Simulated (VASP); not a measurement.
Method: PBEsol GGA, VASP's PBE PAW potentials (set 64) (plane waves; VASP).

The input files of a VASP run:

### POSCAR
```
InSe
11.7448710
  0.4999999986  -0.1753388611   0.0076905854
  0.4999999986   0.1753388611   0.0076905854
 -0.1417132758   0.0000000000   0.3609009228
In Se
2 2
direct
  0.1142735647   0.1142735647   0.9713590773
  0.8857264353   0.8857264353   0.0286409227
  0.3453037199   0.3453037199   0.3627403028
  0.6546962801   0.6546962801   0.6372596972
```

### KPOINTS
```
k-points along high-symmetry lines
10
Line-mode
Reciprocal
  0.000000   0.000000   0.000000 ! GAMMA
 -0.285145   0.285145   0.000000 ! C

 -0.714855  -0.285145   0.000000 ! C_2
 -0.500000  -0.500000   0.000000 ! Y_2

 -0.500000  -0.500000   0.000000 ! Y_2
  0.000000   0.000000   0.000000 ! GAMMA

  0.000000   0.000000   0.000000 ! GAMMA
 -0.500000  -0.500000   0.500000 ! M_2

 -0.500000  -0.500000   0.500000 ! M_2
 -0.742278  -0.257722   0.500000 ! D

 -0.257722   0.257722   0.500000 ! D_2
  0.000000   0.000000   0.500000 ! A

  0.000000   0.000000   0.500000 ! A
  0.000000   0.000000   0.000000 ! GAMMA

 -0.500000   0.000000   0.500000 ! L_2
  0.000000   0.000000   0.000000 ! GAMMA

  0.000000   0.000000   0.000000 ! GAMMA
 -0.500000   0.000000   0.000000 ! V_2
```

### INCAR
```
ALGO=Normal
EDIFF=1E-7
ENCUT=400
GGA=PS
ICHARG=11
ISMEAR=0
LASPH=.TRUE.
LCHARG=.FALSE.
LMAXMIX=4
LORBIT=11
LREAL=.FALSE.
LWAVE=.FALSE.
NELM=100
PREC=Accurate
SIGMA=0.05
SYSTEM=InSe
```

POTCAR, in this order: In_d Se (PBE.64 set). Program: vasp_std. Read from the step before: CHGCAR.

Output of the run:

OUTCAR:
```
 ion  position               nearest neighbor table
   1  0.114  0.114  0.971-   3 2.67   4 2.70   4 2.70   2 2.79   2 3.73   2 3.73
   2  0.886  0.886  0.029-   4 2.67   3 2.70   3 2.70   1 2.79   1 3.73   1 3.73
   3  0.345  0.345  0.363-   1 2.67   2 2.70   2 2.70
   4  0.655  0.655  0.637-   2 2.67   1 2.70   1 2.70
  LATTYP: Found a base centered monoclinic cell.
 ALAT       =    11.7462601873
 B/A-ratio  =     0.3506362488
 C/A-ratio  =     0.3876810187
 COS(beta)  =    -0.3511391718
 Subroutine PRICEL returns:
 Original cell was already a primitive cell.
 Subroutine GETGRP returns: Found  4 space group operations
The static configuration has the point symmetry C_2h.
The dynamic configuration has the point symmetry C_2h.
 Subroutine INISYM returns: Found  4 space group operations
   k-points           NKPTS =     90   k-points in BZ     NKDIM =     90   number of bands    NBANDS=     23
   number of dos      NEDOS =    301   number of ions     NIONS =      4
   total plane-waves  NPLWV =  52920
   dimension x,y,z NGX =    42 NGY =   42 NGZ =   30
   dimension x,y,z NGXF=    84 NGYF=   84 NGZF=   60
   ions per type =               2   2
   PREC   = accura    normal or accurate (medium, high low for compatibility)
   ISTART =      0    job   : 0-new  1-cont  2-samecut
   ICHARG =     11    charge: 1-file 2-atom 10-const
   ISPIN  =      1    spin polarized calculation?
   LNONCOLLINEAR =      F non collinear calculations
   LSORBIT =      F    spin-orbit coupling
   INIWAV =      1    electr: 0-lowe 1-rand  2-diag
   ENCUT  =  400.0 eV  29.40 Ry    5.42 a.u.  10.15 10.15  7.43*2*pi/ulx,y,z
   NELM   =    100;   NELMIN=  2; NELMDL= -5     # of ELM steps
   EDIFF  = 0.1E-06   stopping-criterion for ELM
   LREAL  =      F    real-space projection
   NLSPLINE    = F    spline interpolate recip. space projectors
   LMAXMIX     =    4 max onsite mixed and CHGCAR
   VOSKOWN=      0    Vosko Wilk Nusair interpolation
   EDIFFG = 0.1E-05   stopping-criterion for IOM
   NSW    =      0    number of steps for IOM
   NBLOCK =      1;   KBLOCK =      1    inner block; outer block
   IBRION =     -1    ionic relax: 0-MD 1-quasi-New 2-CG
   NFREE  =      0    steps in history (QN), initial steepest desc. (CG)
   ISIF   =      2    stress and relaxation
   ISYM   =      2    0-nonsym 1-usesym 2-fastsym
   TEIN   =    0.0    initial temperature
   TEBEG  =    0.0;   TEEND  =   0.0 temperature during run
   SMASS  =  -3.00    Nose mass-parameter (am)
   PSTRESS=    0.0 pullay stress
   NELECT =      38.0000    total number of electrons
   EFERMI =   0.00;   METHOD = LEGACY
   ISMEAR =     0;   SIGMA  =   0.05  broadening in eV -4-tet -1-fermi 0-gaus
   IALGO  =     38    algorithm
   LDIAG  =      T    sub-space diagonalisation (order eigenvalues)
   IMIX   =      4    mixing-type and parameters
     AMIX     =   0.40;   BMIX     =  1.00
     AMIX_MAG =   1.60;   BMIX_MAG =  1.00
     AMIN     =   0.10
   GGA     = PS    functional components
   VOSKOWN =     0    Vosko Wilk Nusair interpolation
   LHFCALC =     F    Hartree Fock is set to
   LHFONE  =     F    Hartree Fock one center treatment
   AEXX    =    0.0000 exact exchange contribution
   IVDW    =     0    specifies the selected vdW correction
   LEPSILON=     F    determine dielectric tensor
   LRPA    =     F    only Hartree local field effects (RPA)
  energy-cutoff  :      400.00
  volume of cell :      103.14
      direct lattice vectors                 reciprocal lattice vectors
     5.872435483 -2.059332305  0.090324933     0.084632399 -0.242797143  0.033232208
     5.872435483  2.059332305  0.090324933     0.084632399  0.242797143  0.033232208
    -1.664404144  0.000000000  4.238734782    -0.003606933  0.000000000  0.234503138
 k-point     1 :   0.0000 0.0000 0.0000  plane waves:    1879
 k-point     2 :  -0.0317 0.0317 0.0000  plane waves:    1873
 k-point     3 :  -0.0634 0.0634 0.0000  plane waves:    1869
 k-point     4 :  -0.0950 0.0950 0.0000  plane waves:    1869
 k-point     5 :  -0.1267 0.1267 0.0000  plane waves:    1881
...
```

### OSZICAR
```
       N       E                     dE             d eps       ncg     rms          rms(c)
DAV:   1     0.301017139658E+03    0.30102E+03   -0.15835E+04  4140   0.161E+03
DAV:   2     0.178174440664E+02   -0.28320E+03   -0.27938E+03  4252   0.399E+02
DAV:   3    -0.137588876958E+02   -0.31576E+02   -0.31031E+02  5317   0.146E+02
DAV:   4    -0.148276296973E+02   -0.10687E+01   -0.10677E+01  4609   0.299E+01
DAV:   5    -0.148704073346E+02   -0.42778E-01   -0.42774E-01  6561   0.538E+00
DAV:   6    -0.148711443783E+02   -0.73704E-03   -0.73704E-03  5328   0.616E-01
DAV:   7    -0.148711647387E+02   -0.20360E-04   -0.20360E-04  6493   0.110E-01
DAV:   8    -0.148711651889E+02   -0.45022E-06   -0.44994E-06  5317   0.155E-02
DAV:   9    -0.148711652041E+02   -0.15227E-07   -0.15452E-07  4536   0.320E-03
   1 F= -.14871165E+02 E0= -.14871165E+02  d E =-.457210E-16
```

### OUTCAR
```
 val. band max:        4.9326578697   @ k =  -0.3333  -0.3333   0.3333

 cond. band min:       5.6448373345   @ k =  -0.3889  -0.3889   0.0000



 k-point     1 :       0.0000    0.0000    0.0000
  band No.  band energies     occupation
      1      -9.6822      2.00000
      2      -9.5771      2.00000
      3      -9.3473      2.00000
      4      -9.3332      2.00000
      5      -9.2967      2.00000
      6      -9.2914      2.00000
      7      -9.2538      2.00000
      8      -9.1803      2.00000
      9      -9.1630      2.00000
     10      -9.0177      2.00000
     11      -8.6674      2.00000
     12      -6.6541      2.00000
     13       0.2605      2.00000
     14       0.6935      2.00000
     15       1.1943      2.00000
     16       2.2858      2.00000
     17       2.5289      2.00000
     18       3.0686      2.00000
     19       3.3953      2.00000
     20       7.5382      0.00000
     21       8.2798      0.00000
     22       8.7871      0.00000
     23       9.8843      0.00000

 k-point     2 :      -0.0317    0.0317    0.0000
  band No.  band energies     occupation
      1      -9.6806      2.00000
      2      -9.5766      2.00000
      3      -9.3667      2.00000
      4      -9.3279      2.00000
      5      -9.3013      2.00000
      6      -9.2868      2.00000
      7      -9.2560      2.00000
      8      -9.1810      2.00000
      9      -9.1616      2.00000
     10      -9.0158      2.00000
     11      -8.6318      2.00000
     12      -6.6540      2.00000
     13       0.2595      2.00000
     14       0.6508      2.00000
     15       1.0657      2.00000
     16       2.2714      2.00000
     17       2.6132      2.00000
     18       3.0825      2.00000
     19       3.4378      2.00000
     20       7.5284      0.00000
     21       8.3308      0.00000
     22       8.9323      0.00000
     23       9.2678      0.00000

 k-point     3 :      -0.0634    0.0634    0.0000
  band No.  band energies     occupation
...
```

The density is held fixed in this step, so its total energy and stress have no physical meaning. Without a dispersion term in the relaxation, distances and binding between the weakly bound layers, chains or molecules are unreliable, and so is what depends on them. Unless said otherwise, spin-orbit coupling is left out, though it shifts the bands of the heavy elements here.

The structure comes from a computed database's InSe entry (C2/m); how it stands against other phases isn't given here. It was relaxed first, which changed the volume by -10 %.
